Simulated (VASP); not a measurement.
An input for Ansatz (written as the equivalent of a VASP run, and not itself run):

Ansatz 0.2 input:
```yaml
crystal:
  lattice:
    - [1.2285686, -2.1279427, 0.0000000]
    - [1.2285686, 2.1279427, 0.0000000]
    - [0.0000000, 0.0000000, 6.9576268]
  atoms:
    - { symbol: C, position: [0.0000000, 0.0000000, 0.2500000] }
    - { symbol: C, position: [0.0000000, 0.0000000, 0.7500000] }
    - { symbol: C, position: [0.3740308, 0.7073648, 0.2500000] }
    - { symbol: C, position: [0.6666670, 0.3333330, 0.7500000] }
kpoints:
  mp_grid: { grid: [10, 10, 4] }
hamiltonian:
  xc: r2scan
  pseudopotentials: { kind: paw }
scf:
  occupations: { method: gaussian, width: 0.05 }
  max_iter: 100
output: { forces: true, stress: true, eigenvalues: true }
```

Q: Write the VASP files for the same calculation (r2SCAN).

A: Several could match; the one computed here: 
### POSCAR
```
C
1
    1.2285685830    -2.1279427150     0.0000000000
    1.2285685830     2.1279427150     0.0000000000
    0.0000000000     0.0000000000     6.9576267778
C
4
Direct
  0.0000000000   0.0000000000   0.2500000000
  0.0000000000   0.0000000000   0.7500000000
  0.3740307687   0.7073647687   0.2500000000
  0.6666670000   0.3333330000   0.7500000000
```

INCAR:
```
SYSTEM = C
PREC = Accurate
ENCUT = 600
EDIFF = 1E-7
NELM = 100
ALGO = Normal
LREAL = .FALSE.
LASPH = .TRUE.
ISMEAR = 0
SIGMA = 0.05
METAGGA = R2SCAN
LMIXTAU = .TRUE.
LWAVE = .FALSE.
LCHARG = .FALSE.
ISIF = 2
```

### KPOINTS
```
Regular mesh
0
Gamma
10 10 4
0 0 0
```

POTCAR, in this order: C (PBE.64 set). Program: vasp_std.

What does not carry over: each code has its own PAW files, so the cut-off isn't converted (ENCUT is set for VASP's; basis.ecutwfc is left out, and Ansatz then takes the one that its files recommend); Ansatz stops its SCF on the density residual and VASP on the energy change (EDIFF).

The compound is C in the graphite structure. This cell was strained or had an atom moved on purpose.
